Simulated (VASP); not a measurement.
Computed with r2SCAN meta-GGA, VASP's PBE PAW potentials (set 64) (plane waves; VASP).

Input for VASP

File KPOINTS:
```
Automatic mesh
0
Gamma
8 8 8
0 0 0
```

**POSCAR**
```
ZnS
1.0
  0.0000000000   2.5836030732   2.5836030732
  2.5836030732   0.0000000000   2.5836030732
  2.5836030732   2.5836030732   0.0000000000
Zn S
1 1
Cart
  0.0000000000   0.0000000000   0.0000000000
  1.2918015366   1.2918015366   1.2918015366
```

**INCAR**
```
EDIFFG=-0.01
IBRION=2
LREAL=.FALSE.   # projection in real space or not
LCHARG=.FALSE.
ISIF=2   # forces and stress, cell fixed
LMAXMIX=4
NELM=100
SYSTEM=ZnS
SIGMA=0.05
EDIFF=1E-7   # SCF stop (eV)
ISMEAR=0   # Gaussian
ALGO=Normal   # blocked Davidson
LMIXTAU=.TRUE.
METAGGA=R2SCAN
LWAVE=.FALSE.
ENCUT=480
PREC=Accurate
LASPH=.TRUE.   # aspherical one-centre terms
NSW=30
```

POTCAR, in this order: Zn S (PBE.64 set). Program: vasp_std.

Task: Estimate the energy per atom (σ→0), pressure, band gap (on the k-mesh).

Result: 
```
Property                                   Value
------------------------  ----------------------
energy per atom (σ→0)     -902.0 kJ/mol of atoms
band gap (on the k-mesh)                 3.33 eV
pressure                               13.11 GPa
```

**OSZICAR**
```
...
DAV:  19    -0.186967331436E+02   -0.12092E-05   -0.11799E-07   487   0.397E-03    0.287E-03
DAV:  20    -0.186967330066E+02    0.13699E-06   -0.18720E-07   625   0.446E-03    0.253E-03
DAV:  21    -0.186967340005E+02   -0.99383E-06   -0.15417E-07   582   0.496E-03    0.149E-03
DAV:  22    -0.186967337640E+02    0.23643E-06   -0.10850E-08   402   0.120E-03    0.278E-04
DAV:  23    -0.186967339572E+02   -0.19314E-06   -0.18052E-09   407   0.107E-03    0.137E-04
DAV:  24    -0.186967338365E+02    0.12067E-06   -0.12734E-09   407   0.545E-04    0.126E-04
DAV:  25    -0.186967338566E+02   -0.20103E-07   -0.21465E-10   402   0.184E-04
   1 F= -.18696734E+02 E0= -.18696734E+02  d E =-.186967E+02
```

The compound is ZnS in the zinc blende structure. This cell was strained or had an atom moved on purpose.
